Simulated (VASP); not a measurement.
Input:

```
HfC
1.0
    0.00000     2.28703     2.28703
    2.28703     0.00000     2.28703
    2.28703     2.28703     0.00000
Hf C
1 1
Direct
  0.00000   0.00000   0.00000
  0.50000   0.50000   0.50000
```

Level of theory: PBE GGA with D3 dispersion (zero damping), VASP's PBE PAW potentials (set 64) (plane waves; VASP). Numerical set-up: 520 eV cut-off, 14×14×14 Γ-centred mesh, first-order Methfessel-Paxton smearing of 0.10 eV, potentials Hf_pv C.

Unless said otherwise, spin-orbit coupling is left out, though it shifts the bands of the heavy elements here.

### Question
What does the run give for the energy per atom (σ→0), pressure, band gap (on the k-mesh) with the smallest direct gap where there is one?

### Answer

| Quantity | Result |
|---|---|
| band gap (on the k-mesh) | none (metal, semimetal or under 0.01 eV) |
| energy per atom (σ→0) | -10.792 eV/atom |
| pressure | 7.98 GPa |

Only differences to runs with the same potentials and settings are physical.

The compound is HfC in the rock salt structure. This cell is one point of a volume scan, at 0.97 of the reference volume.
